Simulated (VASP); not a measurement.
These are AM05 GGA, VASP's PBE PAW potentials (set 64) (plane waves; VASP) values and carry that method's errors.

VASP input:

INCAR:
```
! general
SYSTEM =KI
PREC   =Accurate
ENCUT  =520   ! plane-wave cut-off (eV)
LREAL  =.FALSE.   ! projection in real space or not
LASPH  =.TRUE.   ! aspherical one-centre terms

! electronic loop
EDIFF  =1E-7   ! SCF stop (eV)
NELM   =100   ! most electronic steps
ALGO   =Normal
LMAXMIX=4   ! l cut-off of mixed one-centre charges

! smearing
ISMEAR =-5   ! tetrahedra, Bloechl

! functional
GGA    =AM

! ions
ISIF   =2   ! forces and stress, cell fixed

! output
LWAVE  =.FALSE.
LCHARG =.TRUE.
LORBIT =11   ! lm-projected
NEDOS  =601
```

File KPOINTS:
```
Automatic mesh
0
Gamma
7 7 7
0 0 0
```

File POSCAR:
```
KI
5.0583330
  0.0000000000   0.7071067237   0.7071067237
  0.7071067237   0.0000000000   0.7071067237
  0.7071067237   0.7071067237   0.0000000000
K I
1 1
direct
  0.0000000000   0.0000000000   0.0000000000
  0.5000000000   0.5000000000   0.5000000000
```

POTCAR, in this order: K_sv I (PBE.64 set). Program: vasp_std.

Unless said otherwise, spin-orbit coupling is left out, though it shifts the bands of the heavy elements here.

Q: Predict the energy per atom (σ→0), band gap (on the k-mesh).

A: 
```json
{
  "energy per atom (σ→0)": "-2.737 eV/atom",
  "band gap (on the k-mesh)": "3.94 eV"
}
```

File OSZICAR:
```
...
DAV:   9    -0.547300483323E+01    0.29942E-04   -0.12964E-03   648   0.212E-01    0.856E-02
DAV:  10    -0.547368673506E+01   -0.68190E-03   -0.94644E-04   536   0.205E-01    0.640E-02
DAV:  11    -0.547372380792E+01   -0.37073E-04   -0.77653E-05   664   0.529E-02    0.129E-02
DAV:  12    -0.547373388523E+01   -0.10077E-04   -0.17069E-05   548   0.345E-02    0.215E-02
DAV:  13    -0.547373570724E+01   -0.18220E-05   -0.24576E-06   632   0.136E-02    0.701E-03
DAV:  14    -0.547373622076E+01   -0.51352E-06   -0.10427E-06   552   0.710E-03    0.995E-04
DAV:  15    -0.547373631449E+01   -0.93735E-07   -0.92043E-08   572   0.217E-03
   1 F= -.54737363E+01 E0= -.54737363E+01  d E =0.000000E+00
```

The compound is KI in the rock salt structure. It was relaxed first.
